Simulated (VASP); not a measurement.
# BSe: G0W0 gap of a sheet against vacuum, part 3 of 5

How does the G0W0 gap of a single sheet of BSe depend on the vacuum between its repeats?

VASP 6.6.1, plane waves and PAW; the level of theory is named at each step.

So far, gap on the k-mesh (eV): step 4 (empty bands, box 11 Å) 2.16.

## (5) G0W0, box 11 Å, bands in the sums 184

This step: G0W0 on PBE; plane waves and PAW (B_GW, Se_GW) (VASP 6.6.1).

G0W0 keeps orbitals and screening fixed and shifts each of the lowest NBANDSGW levels once.

Contents of INCAR:

```
SYSTEM = BSe
PREC = Accurate
ENCUT = 340
ISMEAR = 0
SIGMA = 0.01
LREAL = .FALSE.
GGA = PE
NBANDS = 184
ALGO = EVGW0
NELMGW = 1
ENCUTGW = 90
NOMEGA = 48
PRECFOCK = Fast
NBANDSGW = 24
LWAVE = .FALSE.
LCHARG = .FALSE.
```

Contents of POSCAR:

```
BSe
1.0
    3.1506780000      0.0000000000      0.0000000000
   -1.5753390000      2.7285671871      0.0000000000
    0.0000000000      0.0000000000     11.0000000000
B Se
2 2
Direct
    0.3333333333      0.6666666667      0.5776832843
    0.3333333333      0.6666666667      0.4223167157
    0.6666666667      0.3333333333      0.6654089546
    0.6666666667      0.3333333333      0.3345910454
```

Contents of KPOINTS:

```
Automatic mesh
0
Gamma
9 9 1
0 0 0
```

Potentials, in the order of the species: B_GW and Se_GW (PBE family, release 64).

Started as:

```console
$ mpirun -np 8 vasp_std
```

Output:

```text
[banner, memory and clock lines left out]
running    8 mpi-ranks, on    1 nodes
 distrk:  each k-point on    8 cores,    1 groups
 distr:  one band on    1 cores,    8 groups

 POSCAR found type information on POSCAR B Se
 POSCAR found :  2 types and       4 ions
 [... a notice as in an earlier step ...]

|                                                                             |
|           W    W    AA    RRRRR   N    N  II  N    N   GGGG   !!!           |
|           W    W   A  A   R    R  NN   N  II  NN   N  G    G  !!!           |
|           W    W  A    A  R    R  N N  N  II  N N  N  G       !!!           |
|           W WW W  AAAAAA  RRRRR   N  N N  II  N  N N  G  GGG   !            |
|           WW  WW  A    A  R   R   N   NN  II  N   NN  G    G                |
|           W    W  A    A  R    R  N    N  II  N    N   GGGG   !!!           |
|                                                                             |
|     The default for ENCUTGWSOFT is different in this version of VASP.       |
|     please manually set ENCUTGWSOFT =90 in the INCAR file.                  |
|                                                                             |

 LDA part: xc-table for (Slater+PW92), standard interpolation
 found WAVECAR, reading the header
 POSCAR, INCAR and KPOINTS ok, starting setup
 FFT: planning ... GRIDC
 FFT: planning ... GRID_SOFT
 FFT: planning ... GRID
 reading WAVECAR
 the WAVECAR file was read successfully
 initial charge from wavefunction
 available memory per node:     87.90 GB, setting MAXMEM to     90011

 The Fermi energy was updated, please check that it is located mid-gap
 values below the HOMO (VB) or above the LUMO (CB) will cause erroneous energies
 E-fermi :   2.1713

 calculate exact exchange contribution
 the WAVEDER file was read successfully
energies w=
    0.000    0.000    0.659    0.000    1.316    0.000    1.968    0.000
    2.612    0.000    3.247    0.000    3.871    0.000    4.485    0.000
    5.087    0.000    5.677    0.000    6.258    0.000    6.829    0.000
    7.391    0.000    7.947    0.000    8.498    0.000    9.046    0.000
    9.593    0.000   10.141    0.000   10.693    0.000   11.250    0.000
   11.817    0.000   12.396    0.000   12.990    0.000   13.603    0.000
   14.240    0.000   14.905    0.000   15.603    0.000   16.343    0.000
   17.131    0.000   17.977    0.000   18.891    0.000   19.889    0.000
   20.986    0.000   22.205    0.000   23.573    0.000   25.126    0.000
   26.911    0.000   28.991    0.000   31.453    0.000   34.421    0.000
   38.076    0.000   42.693    0.000   48.710    0.000   56.878    0.000
   68.584    0.000   86.718    0.000  118.470    0.000  188.043    0.000
 responsefunction array rank=     200
 LDA part: xc-table for (Slater+PW92), standard interpolation

 min. memory requirement per mpi rank    161.4 MB, per node   1291.1 MB

 allocating   6 responsefunctions rank=   200
 shmem allocating  48 responsefunctions rank=   200
 response function shared by NCSHMEM nodes    1
 Doing            6  frequencies on each core in blocks of           48
NQ=   1    0.0000    0.0000    0.0000,
|.........|.........|.........|.........|.........|.........|.........|.........
 performed        361000 updates of chi_q(r,r)
 total number of BLAS operations        105.40 Gflops
NQ=   2    0.1111    0.0000    0.0000,
|.........|.........|.........|.........|.........|.........|.........|.........
 performed       1093000 updates of chi_q(r,r)
 total number of BLAS operations        321.29 Gflops
NQ=   3    0.2222    0.0000    0.0000,
|.........|.........|.........|.........|.........|.........|.........|.........
 performed       1825000 updates of chi_q(r,r)
 total number of BLAS operations        515.29 Gflops
NQ=   4    0.3333    0.0000    0.0000,
|.........|.........|.........|.........|.........|.........|.........|.........
 performed       2557000 updates of chi_q(r,r)
 total number of BLAS operations        717.91 Gflops
NQ=   5    0.4444    0.0000    0.0000,
|.........|.........|.........|.........|.........|.........|.........|.........
 performed       3289000 updates of chi_q(r,r)
 total number of BLAS operations        899.32 Gflops
NQ=   6    0.1111    0.1111    0.0000,
|.........|.........|.........|.........|.........|.........|.........|.........
 performed       4100000 updates of chi_q(r,r)
 total number of BLAS operations       1141.16 Gflops
NQ=   7    0.2222    0.1111    0.0000,
|.........|.........|.........|.........|.........|.........|.........|.........
 performed       5070000 updates of chi_q(r,r)
 total number of BLAS operations       1412.67 Gflops
NQ=   8    0.3333    0.1111    0.0000,
|.........|.........|.........|.........|.........|.........|.........|.........
 performed       6040000 updates of chi_q(r,r)
 total number of BLAS operations       1667.04 Gflops
NQ=   9    0.4444    0.1111    0.0000,
|.........|.........|.........|.........|.........|.........|.........|.........
 performed       6851000 updates of chi_q(r,r)
 total number of BLAS operations       1854.67 Gflops
NQ=  10    0.2222    0.2222    0.0000,
|.........|.........|.........|.........|.........|.........|.........|.........
 performed       7662000 updates of chi_q(r,r)
 total number of BLAS operations       2084.14 Gflops
NQ=  11    0.3333    0.2222    0.0000,
|.........|.........|.........|.........|.........|.........|.........|.........
 performed       8632000 updates of chi_q(r,r)
 total number of BLAS operations       2332.92 Gflops
NQ=  12    0.3333    0.3333    0.0000,
|.........|.........|.........|.........|.........|.........|.........|.........
 performed       9090000 updates of chi_q(r,r)
 total number of BLAS operations       2451.71 Gflops
 resolving degeneracies of screened two electron integrals

 calculate QP shifts <psi_nk| G(iteration)W_0 |psi_nk>: iteration 1
 entering main loop
```

Wall time 2.1 min (8 MPI ranks of AMD EPYC 7R43, shared host); peak memory 1.5 GiB.

Parts of OUTCAR (step 5):

```text
   k-points           NKPTS =     12   k-points in BZ     NKDIM =     81   number of bands    NBANDS=    184

   NELECT =      18.0000    total number of electrons

 E-fermi :   2.1713

 QP shifts <psi_nk| G(iteration)W_0 |psi_nk>: iteration 1
 for sc-GW calculations column KS-energies equals QP-energies in previous step
 and V_xc(KS)=  KS-energies - (<T + V_ion + V_H > + <T+V_H+V_ion>^1  + <V_x>^1)
 k-point   1 :       0.0000    0.0000    0.0000
  band No.  KS-energies  QP-energies   sigma(KS)   V_xc(KS)     V^pw_x(r,r')   Z            occupation Imag(sigma)
    ...
      6       0.1996      -0.3295     -13.7011     -13.0403     -14.8869       0.8005       2.0000       0.0476
      7       0.3017      -0.4764     -12.3931     -11.4111     -14.1286       0.7924       2.0000       0.0576
      8       1.0937       0.5979     -13.8951     -13.2816     -14.9433       0.8081       2.0000       0.0434
      9       1.0937       0.5979     -13.8951     -13.2816     -14.9433       0.8081       2.0000       0.0434
     10       4.9496       5.7845     -11.1007     -12.1551      -7.2233       0.7918       0.0000      -0.0669
     11       4.9496       5.7845     -11.1007     -12.1551      -7.2233       0.7918       0.0000      -0.0669
     12       5.4758       5.9164      -6.4597      -6.9819      -3.5117       0.8437       0.0000      -0.0592
     13       5.7505       6.3074      -8.4174      -9.0921      -4.9925       0.8253       0.0000      -0.0646
    ...

 k-point   2 :       0.1111    0.0000    0.0000
  band No.  KS-energies  QP-energies   sigma(KS)   V_xc(KS)     V^pw_x(r,r')   Z            occupation Imag(sigma)
    ...
      6      -0.3390      -0.9097     -13.6528     -12.9373     -15.0692       0.7976       2.0000       0.0557
      7      -0.2449      -0.8040     -13.6066     -12.9061     -14.9154       0.7981       2.0000       0.0511
      8       0.3579      -0.3886     -12.6377     -11.6994     -14.3443       0.7956       2.0000       0.0570
      9       0.6693       0.1430     -13.8019     -13.1486     -14.9504       0.8056       2.0000       0.0458
     10       4.4217       5.1707     -10.3173     -11.2512      -6.6239       0.8020       0.0000      -0.0620
     11       5.4552       6.3248     -11.1854     -12.2907      -7.1218       0.7867       0.0000      -0.0754
     12       5.8318       5.9387      -4.1629      -4.2862      -1.8017       0.8666       0.0000      -0.0533
     13       6.1503       6.9981     -10.7297     -11.8022      -6.4838       0.7905       0.0000      -0.0815
    ...

[... 7 parts as in an earlier step ...]

[... 8 further parts left out ...]
```

Numbers from this step:

| Item | Value |
| --- | --- |
| quasiparticle gap on the mesh | 3.162 eV |
| smallest direct quasiparticle gap on the mesh | 4.899 eV |
| gap of the starting orbitals on the mesh | 2.155 eV |

GW takes the gap from 2.155 to 3.162 eV. The sheet keeps a typed, unrelaxed lattice constant, and the Coulomb interaction between its repeats isn't cut. Spin-orbit coupling is left out. The value holds for 184 bands, ENCUTGW = 90 eV and this mesh, and isn't shown to be converged in them.

## (6) Ground state with more vacuum, box 12.5 Å, height 12.5

This step: PBE; plane waves and PAW (B_GW, Se_GW) (VASP 6.6.1).

The cell is made 12.5 Å high around the same sheet, and the chain is run again; the band count grows with the volume, so that the sums reach the same energy.

Contents of INCAR:

```
SYSTEM = BSe
PREC = Accurate
ENCUT = 340
EDIFF = 1E-08
NELM = 100
ISMEAR = 0
SIGMA = 0.01
LREAL = .FALSE.
ALGO = Normal
GGA = PE
NBANDS = 15
LORBIT = 11
LWAVE = .TRUE.
LCHARG = .FALSE.
KPAR = 8
```

Contents of POSCAR:

```
BSe
1.0
    3.1506780000      0.0000000000      0.0000000000
   -1.5753390000      2.7285671871      0.0000000000
    0.0000000000      0.0000000000     12.5000000000
B Se
2 2
Direct
    0.3333333333      0.6666666667      0.5683612902
    0.3333333333      0.6666666667      0.4316387098
    0.6666666667      0.3333333333      0.6455598800
    0.6666666667      0.3333333333      0.3544401200
```

KPOINTS is that of step 5.

Started as:

```console
$ mpirun -np 8 vasp_std
```

Output:

```text
[... set-up lines as in an earlier step ...]
 entering main loop
       N       E                     dE             d eps       ncg     rms          rms(c)
DAV:   1     0.812796360946E+02    0.81280E+02   -0.56414E+03   360   0.695E+02
DAV:   2    -0.150693757675E+02   -0.96349E+02   -0.90003E+02   489   0.174E+02
DAV:   3    -0.222765887254E+02   -0.72072E+01   -0.71550E+01   507   0.559E+01
DAV:   4    -0.225095452185E+02   -0.23296E+00   -0.23279E+00   568   0.104E+01
DAV:   5    -0.225107374673E+02   -0.11922E-02   -0.11921E-02   514   0.689E-01    0.584E+00
DAV:   6    -0.209295794735E+02    0.15812E+01   -0.32140E+00   473   0.145E+01    0.245E+00
DAV:   7    -0.208822722080E+02    0.47307E-01   -0.78407E-01   522   0.526E+00    0.127E+00
DAV:   8    -0.208493788098E+02    0.32893E-01   -0.72141E-02   493   0.170E+00    0.292E-01
DAV:   9    -0.208473598998E+02    0.20189E-02   -0.12466E-02   493   0.806E-01    0.108E-01
DAV:  10    -0.208471620870E+02    0.19781E-03   -0.21149E-03   521   0.293E-01    0.393E-02
DAV:  11    -0.208471700263E+02   -0.79393E-05   -0.21916E-04   474   0.117E-01    0.231E-02
DAV:  12    -0.208476053028E+02   -0.43528E-03   -0.52095E-04   409   0.967E-02    0.124E-02
DAV:  13    -0.208477449397E+02   -0.13964E-03   -0.33282E-05   444   0.365E-02    0.683E-03
DAV:  14    -0.208477707737E+02   -0.25834E-04   -0.11583E-05   409   0.214E-02    0.147E-03
DAV:  15    -0.208477718831E+02   -0.11094E-05   -0.11118E-06   514   0.661E-03    0.868E-04
DAV:  16    -0.208477720145E+02   -0.13139E-06   -0.16163E-07   495   0.296E-03    0.189E-04
DAV:  17    -0.208477720573E+02   -0.42841E-07   -0.20474E-08   406   0.868E-04    0.737E-05
DAV:  18    -0.208477720533E+02    0.39588E-08   -0.20048E-09   397   0.338E-04
   1 F= -.20847772E+02 E0= -.20847772E+02  d E =-.119024E-56
 writing wavefunctions
```

The job ended after 6.4 s (8 MPI ranks; peak memory 1.2 GiB; 44 s of CPU time).

Parts of OUTCAR (step 6):

```text
   ENCUT  =  340.0 eV  24.99 Ry    5.00 a.u.   4.74  4.74 18.79*2*pi/ulx,y,z

   NELECT =      18.0000    total number of electrons

 E-fermi :   0.4562

 k-point     1 :       0.0000    0.0000    0.0000
  band No.  band energies     occupation
    ...
      5      -0.5479      2.00000
      6      -0.5479      2.00000
      7      -0.4330      2.00000
      8       0.3457      2.00000
      9       0.3457      2.00000
     10       4.2021      0.00000
     11       4.2021      0.00000
     12       4.7246      0.00000
     13       4.9699      0.00000
     14       5.2310      0.00000
    ...

  Total        3.9007754      3.9007754     -0.2481329      0.0000000      0.0000000      0.0000000
  in kB       58.1584521     58.1584521     -3.6995268      0.0000000      0.0000000      0.0000000
  external PRESSURE =      37.5391258 kB  Pullay stress =       0.0000000 kB

 POSITION                                       TOTAL-FORCE (eV/Angst)
 -----------------------------------------------------------------------------------
     -0.00000      1.81904      7.10452         0.000000      0.000000     -0.028530
     -0.00000      1.81904      5.39548        -0.000000      0.000000      0.028530
      1.57534      0.90952      8.06950        -0.000000      0.000000      0.012094
      1.57534      0.90952      4.43050        -0.000000     -0.000000     -0.012094
 -----------------------------------------------------------------------------------
    total drift:                                0.000000     -0.000000      0.000000

  FREE ENERGIE OF THE ION-ELECTRON SYSTEM (eV)
  ---------------------------------------------------
  free  energy   TOTEN  =       -20.8477720533 eV

  energy  without entropy=      -20.8477720533  energy(sigma->0) =      -20.84777205

[... 3 parts as in an earlier step ...]

[... 13 further parts left out ...]
```

This step gave:

| Property | Result |
| --- | --- |
| Fermi energy | 0.4562 eV |
| gap on the k-mesh | 2.157 eV |
| least direct gap on the k-mesh | 3.563 eV |

## (7) Empty bands, box 12.5 Å, height 12.5

The empty bands are made again, for the run that follows.

Contents of INCAR:

```
SYSTEM = BSe
PREC = Accurate
ENCUT = 340
ISMEAR = 0
SIGMA = 0.01
LREAL = .FALSE.
GGA = PE
NBANDS = 216
ALGO = Exact
NELM = 1
LWAVE = .TRUE.
LCHARG = .FALSE.
LOPTICS = .TRUE.
NEDOS = 1000
CSHIFT = 0.1
```

POSCAR is that of step 6.

KPOINTS is that of step 6.

Started as:

```console
$ mpirun -np 8 vasp_std
```

Output:

```text
[banner, memory and clock lines left out]
running    8 mpi-ranks, on    1 nodes
[...]
[... a notice as in an earlier step ...]

 LDA part: xc-table for (Slater+PW92), standard interpolation
 found WAVECAR, reading the header
  number of bands has changed, file:    15 present:   216
  trying to continue reading WAVECAR, but it might fail
 POSCAR, INCAR and KPOINTS ok, starting setup
[...]
reading WAVECAR
 random initialization beyond band           15
 the WAVECAR file was read successfully
 initial charge from wavefunction
 entering main loop
       N       E                     dE             d eps       ncg     rms          rms(c)
DIA:   1    -0.208477720522E+02   -0.20848E+02    0.00000E+00     0   0.000E+00
   1 F= -.20847772E+02 E0= -.20847772E+02  d E =-.225667E-57
 writing wavefunctions
 optical routines
 imaginary and real dielectric function
 recalculating local potential from charge density
 direction            1
 direction            2
 direction            3
```

Elapsed: 26 s, on 8 MPI ranks; peak memory 1.5 GiB; 3.2 min of CPU time.

OUTCAR, selected parts (step 7):

```text
  Total        3.9008226      3.9008226     -0.2479486      0.0000000     -0.0000000     -0.0000000
  in kB       58.1591560     58.1591560     -3.6967801      0.0000000     -0.0000000     -0.0000000
  external PRESSURE =      37.5405107 kB  Pullay stress =       0.0000000 kB

 POSITION                                       TOTAL-FORCE (eV/Angst)
 -----------------------------------------------------------------------------------
     -0.00000      1.81904      7.10452         0.000000      0.000000     -0.028524
     -0.00000      1.81904      5.39548         0.000000      0.000000      0.028524
      1.57534      0.90952      8.06950        -0.000000     -0.000000      0.012119
      1.57534      0.90952      4.43050        -0.000000      0.000000     -0.012119
 -----------------------------------------------------------------------------------
    total drift:                                0.000000     -0.000000      0.000000

  FREE ENERGIE OF THE ION-ELECTRON SYSTEM (eV)
  ---------------------------------------------------
  free  energy   TOTEN  =       -20.8477720522 eV

  energy  without entropy=      -20.8477720522  energy(sigma->0) =      -20.84777205

[... 1 part as in an earlier step ...]

[... 2 further parts left out ...]
[key lines of the parts left out:]
E-fermi :   0.4569
```

WAVECAR now holds 216 bands for 18 electrons.

[end of part 3 of 5]

[Lines on the potential files, build, host, timing and source positions are cut from VASP's logs without a mark.]

[Logs are printed without paths, hosts, clocks, repeated set-up lines and the standing remarks that a program may print on its own settings, such as how far it seeks lower states.]

[Hosts, paths, dates, database ids (printed as entryN), source tags and the programs' standing remarks are cut or masked in the printed files.]

[Pressures printed for these runs are not shown converged in the cutoff: they can be off by several GPa and have the wrong sign.]
